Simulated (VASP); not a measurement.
Input:

```
Au
1.0
    2.87351     0.00000     0.00000
   -1.43675     2.48853     0.00000
    0.00000     0.00000     9.49395
Au
4
Cartesian
  0.00000   0.00000   0.00000
  0.00000   0.00000   4.74697
  0.00000   1.65902   2.37349
  1.43675   0.82951   7.12046
```

Calculation: PBEsol GGA, VASP's PBE PAW potentials (set 64) (plane waves; VASP). Numerical set-up: 400 eV cut-off, Gaussian smearing of 0.050 eV, potentials Au.

Unless said otherwise, spin-orbit coupling is left out, though it shifts the bands of the heavy elements here.

Predict the band gap (along the path) with the smallest direct gap where there is one.

The band gap (along the path) is none (metal, semimetal or under 0.01 eV).

Total energies compare only between runs with the same potentials, cut-off and functional.

The structure was generated: Au was put into the dhcp type (P6_3/mmc), which need not be its known phase. It was relaxed first.
